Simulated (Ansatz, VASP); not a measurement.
# Fe in two plane-wave programs, part 2 of 2

Wanted: the spread between two codes on one cell, functional and k mesh. The cell is taken from a series of VASP runs on this material, whose earlier steps may have relaxed, scaled or displaced it; both programs get it as it stands.

VASP 6.6.1 and Ansatz 0.2.0.

So far. Step 4 (Side by side): The walks stopped with 0.02 GPa left in Ansatz and -0.01 GPa in VASP; each walk ends within a tolerance, so the volume difference is uncertain by about these residues over the bulk modulus, most in soft cells.

## Step 5: VASP: relaxation of cell and atoms, r2SCAN with rVV10

Level of this step: r2SCAN with rVV10, spin-polarised from a ferromagnetic start (one magnetic atom a cell); plane waves and PAW (Fe) (VASP).

The relaxed volume is the usual yardstick between codes: its relative difference is about their pressure difference at one cell divided by the bulk modulus. The cell compared in this pair holds 11.67 Å³, against 10.36 Å³ for the pair before.

The input, INCAR:

```
SYSTEM = Fe
PREC = Accurate
ENCUT = 450
EDIFF = 1E-06
NELM = 100
ISMEAR = 1
SIGMA = 0.15
LREAL = .FALSE.
ALGO = Normal
METAGGA = R2SCAN
LUSE_VDW = .TRUE.
IVDW_NL = 2
BPARAM = 11.95
CPARAM = 0.0093
LASPH = .TRUE.
NBANDS = 12
ISPIN = 2
MAGMOM = 3
LMAXMIX = 4
LORBIT = 11
LWAVE = .FALSE.
LCHARG = .FALSE.
KPAR = 4
IBRION = 2
NSW = 50
ISIF = 3
EDIFFG = -0.006
```

The input, POSCAR:

```
Fe
1.0
   -1.4290940293      1.4290940293      1.4290940293
    1.4290940293     -1.4290940293      1.4290940293
    1.4290940293      1.4290940293     -1.4290940293
Fe
1
Direct
    0.0000000000      0.0000000000      0.0000000000
```

The input, KPOINTS:

```
Automatic mesh
0
Gamma
22 22 22
0 0 0
```

Potentials, in the order of the species: Fe (PBE family, release 64).

Started as:

```
mpirun -np 4 vasp_std
```

Numbers of over 12 decimals in the logs are rounded to 6 here.

What it wrote:

```text
[banner, memory and clock lines left out]
running    4 mpi-ranks, on    1 nodes
[...]
|                                                                             |
|               ----> ADVICE to this user running VASP <----                  |
|                                                                             |
|     You have switched on vdW-DFT.                                           |
|     This routine was written and supplied by Jiri Klimes. We recommend      |
|     that you carefully read and cite the following publications:            |
|       J. Klimes, D.R. Bowler, A. Michelides                                 |
|          J. Phys.: Cond Matt. 22 022201 (2010)                              |
|       J. Klimes, D.R. Bowler, A. Michelides                                 |
|          Phys. Rev. B. 83, 195131 (2011)                                    |
|     and references therein.                                                 |
|                                                                             |

[...]
Total rVV10 correction in eV:      0.1805977     9.9637554
Total rVV10 correction in eV:      0.1805977     9.9637554
Total rVV10 correction in eV:      0.1805977     9.9637554
Total rVV10 correction in eV:      0.1805977     9.9637554
DAV:  15    -0.141775380179E+02    0.74022E-06   -0.34790E-07  8196   0.695E-03
Total rVV10 correction in eV:      0.1806006     9.9637554
Total rVV10 correction in eV:      0.1806006     9.9637554
Total rVV10 correction in eV:      0.1806006     9.9637554
Total rVV10 correction in eV:      0.1806006     9.9637554
Total rVV10 correction in eV:      0.1805990     9.9637554
Total rVV10 correction in eV:      0.1805990     9.9637554
Total rVV10 correction in eV:      0.1805990     9.9637554
Total rVV10 correction in eV:      0.1805990     9.9637554
   1 F= -.14177538E+02 E0= -.14177541E+02  d E =-.141775E+02  mag=     2.6541
[... from here on, the cycles between the ionic steps are left out ...]
   2 F= -.14177543E+02 E0= -.14177542E+02  d E =-.543808E-05  mag=     2.6531
   3 F= -.14177542E+02 E0= -.14177543E+02  d E =-.355888E-05  mag=     2.6537
   4 F= -.14177543E+02 E0= -.14177543E+02  d E =-.469343E-05  mag=     2.6534
   5 F= -.14177542E+02 E0= -.14177543E+02  d E =-.432293E-05  mag=     2.6536
[...]
reached required accuracy - stopping structural energy minimisation
```

Parts of OUTCAR (step 5):

```text
  Total       -0.0039237     -0.0039237     -0.0039237      0.0000000     -0.0000000     -0.0000000
  in kB       -0.5387776     -0.5387776     -0.5387776      0.0000000     -0.0000000     -0.0000000
  external PRESSURE =      -0.5387776 kB  Pullay stress =       0.0000000 kB

 POSITION                                       TOTAL-FORCE (eV/Angst)
 -----------------------------------------------------------------------------------
      0.00000      0.00000      0.00000         0.000000      0.000000     -0.000000
 -----------------------------------------------------------------------------------
    total drift:                                0.000000      0.000000      0.000000

  FREE ENERGIE OF THE ION-ELECTRON SYSTEM (eV)
  ---------------------------------------------------
  free  energy   TOTEN  =       -14.1775423408 eV

  energy  without entropy=      -14.1775442300  energy(sigma->0) =      -14.17754297

 magnetization (x)
# of ion       s       p       d       tot
------------------------------------------
    1       -0.012  -0.117   2.849   2.719

[... 2 parts as in an earlier step ...]

[... 2 further parts left out ...]
[key lines of the parts left out:]
E-fermi :   5.5324
```

SCAN-type functionals tend to overstate the moments of itinerant magnets.

## Step 6: Ansatz: relaxation of cell and atoms, r2SCAN with rVV10

The same cell, functional, mesh and smearing now go to Ansatz, which takes its cutoff from its data sets.

The cell is taken from a series of VASP runs on this material, whose earlier steps may have relaxed, scaled or displaced it; both programs get it as it stands.

The input, input.yaml:

```yaml
crystal:
  lattice:
    - [-1.4290940293, 1.4290940293, 1.4290940293]
    - [1.4290940293, -1.4290940293, 1.4290940293]
    - [1.4290940293, 1.4290940293, -1.4290940293]
  atoms:
    - { symbol: Fe, position: [0.0, 0.0, 0.0], spin: 3.0 }
hamiltonian:
  xc: r2scan
  pseudopotentials: { kind: paw }
  dispersion: rvv10
magnetization:
  spin_polarized: true
kpoints:
  mp_grid: { grid: [22, 22, 22] }
scf:
  occupations: { method: methfessel_paxton, width: 0.15 }
relax:
  f_tol: 0.01
  max_steps: 60
  cell: { stress_tol: 0.05 }
output:
  forces: true
  stress: true
```

Started as:

```
ansatz run input.yaml --threads 4 --pin off --max-ram 9216MiB --backend cpu --events-out ev --progress --plain --runs-dir out
```

What it wrote:

```text
[...]
Crystal: 1 atoms, lattice volume = 11.675 Å³
Basis set: ecut = 500 eV, 321 PW (Γ), exchange–correlation on 96×96×96 points (64 copies of the dense FFT grid, shifted against one another)
Bands: 14, of which v1, the nominal top of the filled ones, is band 8 counted from 1 (7 counted from 0)
Symmetry: 48 space group operations
[...]
-0.000000       0.000000       0.012893
  P = ⅓ Tr σ = 0.0129 GPa (0.129 kbar)
--- Relaxed structure (1 steps of the walk, 1 accepted, 1 SCFs on fresh bases) ---
[...]
cell:  # Å, volume = 11.6746 Å³
    - [-1.4290940293, 1.4290940293, 1.4290940293]
    - [1.4290940293, -1.4290940293, 1.4290940293]
    - [1.4290940293, 1.4290940293, -1.4290940293]
  atoms:
    - { symbol: Fe, position: [0.0, 0.0, 0.0] }
[key lines of the parts left out:]
SCF converged after 6 iterations
Magnetization: 2.6551 μB (9.3276 up, 6.6724 down)
Free energy (F): -4485.017437 eV
Fermi energy:    17.875596 eV
```

Wall time 9.7 s (4 threads of Arm Neoverse V1, shared host); peak memory 0.5 GiB.

## Step 7: Side by side

What differs besides the data sets and the points named for the pairs above, as far as they apply: VASP keeps PBE cores, Ansatz makes them for the functional; the cutoff is 500 eV in Ansatz and 450 eV in VASP. Total energies have different zeros and are not compared.

Both answers:

```tsv
quantity	Ansatz	VASP	difference
volume (Å³)	11.67	11.67	+0.06 %
edge a after relaxation, in the typed setting (Å)	2.475	2.475	+0.02 %
total moment (μB)	2.66	2.65	0.00
moment on Fe1 (μB)	2.81	2.72	+0.09
```

The walks stopped with 0.01 GPa left in Ansatz and -0.05 GPa in VASP; each walk ends within a tolerance, so the volume difference is uncertain by about these residues over the bulk modulus, most in soft cells.

## Step 8: Results

```yaml
difference_in_volume_relaxation_of_cell_and_atoms_lda: 0.52 %
difference_in_volume_relaxation_of_cell_and_atoms_r2scan_with_rvv10: 0.056 %
```

What this shows: The difference in volume is 0.52 % (relaxation of cell and atoms, LDA), within the 1.2 % picked in this series as the mark of a large difference, as far as the stopping tolerances let one tell. How closely two codes agree says nothing of how well the functional describes the real material.

[Lines on the potential files, build, host, timing and source positions are cut from VASP's logs without a mark.]

[Logs are printed without paths, hosts, clocks, repeated set-up lines and the standing remarks that a program may print on its own settings, such as how far it seeks lower states.]

[Hosts, paths, dates, database ids (printed as entryN), source tags and the programs' standing remarks are cut or masked in the printed files.]
